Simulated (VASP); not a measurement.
Level of theory: PBEsol GGA, VASP's PBE PAW potentials (set 64) (plane waves; VASP).

VASP ran on this input.

### KPOINTS
```
k-points along high-symmetry lines
10
Line-mode
Reciprocal
  0.000000   0.000000   0.000000 ! GAMMA
 -0.268186   0.268186   0.000000 ! C

 -0.731814  -0.268186   0.000000 ! C_2
 -0.500000  -0.500000   0.000000 ! Y_2

 -0.500000  -0.500000   0.000000 ! Y_2
  0.000000   0.000000   0.000000 ! GAMMA

  0.000000   0.000000   0.000000 ! GAMMA
 -0.500000  -0.500000   0.500000 ! M_2

 -0.500000  -0.500000   0.500000 ! M_2
 -0.733828  -0.266172   0.500000 ! D

 -0.266172   0.266172   0.500000 ! D_2
  0.000000   0.000000   0.500000 ! A

  0.000000   0.000000   0.500000 ! A
  0.000000   0.000000   0.000000 ! GAMMA

 -0.500000   0.000000   0.500000 ! L_2
  0.000000   0.000000   0.000000 ! GAMMA

  0.000000   0.000000   0.000000 ! GAMMA
 -0.500000   0.000000   0.000000 ! V_2
```

### POSCAR
```
Te3As2
7.3574560
  0.9618702882  -0.2730236731  -0.0162370199
  0.9618702882   0.2730236731  -0.0162370199
 -0.1190620789   0.0000000000   1.3218991653
Te As
6 4
Cartesian
  0.0230700918  -0.0000000000   0.3763041260
  1.7816084058  -0.0000000000   0.9131209995
  1.4647775344  -0.0000000000   0.4251718598
  0.3399009632   0.0000000000   0.8642532657
  0.7206372987  -0.0000000000   0.0366139698
  1.0840411989  -0.0000000000   1.2528111557
  1.1317237673   0.0000000000   0.5722981651
  0.6729547304   0.0000000000   0.7171269604
  0.3700936161   0.0000000000   0.1817812553
  1.4345848815  -0.0000000000   1.1076438703
```

### INCAR
```
SYSTEM = Te3As2
PREC = Accurate; ENCUT = 400; LREAL = F
LASPH = T; ICHARG = 11
EDIFF = 1E-7; NELM = 100; ALGO = Normal
LMAXMIX = 4
ISMEAR = 0; SIGMA = 0.05
GGA = PS
LWAVE = F; LCHARG = F; LORBIT = 11
```

POTCAR, in this order: Te As (PBE.64 set). Program: vasp_std. Read from the step before: CHGCAR.

The run wrote:

### OSZICAR
```
       N       E                     dE             d eps       ncg     rms          rms(c)
DAV:   1     0.251859685505E+03    0.25186E+03   -0.18467E+04  6120   0.110E+03
DAV:   2    -0.121721333574E+02   -0.26403E+03   -0.25851E+03  7700   0.184E+02
DAV:   3    -0.355446302248E+02   -0.23372E+02   -0.23015E+02  7482   0.565E+01
DAV:   4    -0.362890489585E+02   -0.74442E+00   -0.73976E+00  8304   0.108E+01
DAV:   5    -0.363075599546E+02   -0.18511E-01   -0.18488E-01  8362   0.181E+00
DAV:   6    -0.363080256440E+02   -0.46569E-03   -0.46541E-03  8584   0.254E-01
DAV:   7    -0.363080370422E+02   -0.11398E-04   -0.11395E-04  8310   0.383E-02
DAV:   8    -0.363080374471E+02   -0.40486E-06   -0.40413E-06  8080   0.578E-03
DAV:   9    -0.363080374619E+02   -0.14817E-07   -0.15472E-07  5822   0.107E-03
   1 F= -.36308037E+02 E0= -.36308017E+02  d E =-.402835E-04
```

OUTCAR:
```
 val. band max:        5.9342143900   @ k =   0.0000   0.0000   0.2778

 cond. band min:       6.1208645645   @ k =  -0.5000  -0.5000   0.0000



 k-point     1 :       0.0000    0.0000    0.0000
  band No.  band energies     occupation
      1      -8.1874      2.00000
      2      -7.0604      2.00000
      3      -7.0179      2.00000
      4      -5.8498      2.00000
      5      -5.4109      2.00000
      6      -5.3146      2.00000
      7      -3.8091      2.00000
      8      -3.3320      2.00000
      9      -3.1838      2.00000
     10      -2.4130      2.00000
     11      -0.0178      2.00000
     12       2.0559      2.00000
     13       2.0930      2.00000
     14       2.1866      2.00000
     15       2.4041      2.00000
     16       2.8531      2.00000
     17       3.0292      2.00000
     18       3.4400      2.00000
     19       3.5049      2.00000
     20       3.7328      2.00000
     21       3.8476      2.00000
     22       4.8501      2.00000
     23       5.0678      2.00000
     24       5.1101      2.00000
     25       5.1106      2.00000
     26       5.4117      2.00000
     27       5.4615      2.00000
     28       5.4818      2.00000
     29       7.0957      0.00000
     30       7.2309      0.00000
     31       7.3741      0.00000
     32       7.4837      0.00000
     33       7.5161      0.00000
     34       7.6543      0.00000

 k-point     2 :      -0.0298    0.0298    0.0000
  band No.  band energies     occupation
      1      -8.1591      2.00000
      2      -7.0357      2.00000
      3      -6.9933      2.00000
      4      -5.8215      2.00000
      5      -5.3912      2.00000
      6      -5.2950      2.00000
      7      -3.8426      2.00000
      8      -3.3484      2.00000
      9      -3.2020      2.00000
     10      -2.4329      2.00000
     11       0.0087      2.00000
     12       1.9878      2.00000
     13       1.9967      2.00000
     14       2.1473      2.00000
     15       2.2362      2.00000
...
```

The density is held fixed in this step, so its total energy and stress have no physical meaning. Without a dispersion term in the relaxation, distances and binding between the weakly bound layers, chains or molecules are unreliable, and so is what depends on them. Unless said otherwise, spin-orbit coupling is left out, though it shifts the bands of the heavy elements here.

The structure comes from a computed database's Te3As2 entry (C2/m); how it stands against other phases isn't given here. It was relaxed first, which changed the volume by -10 %.
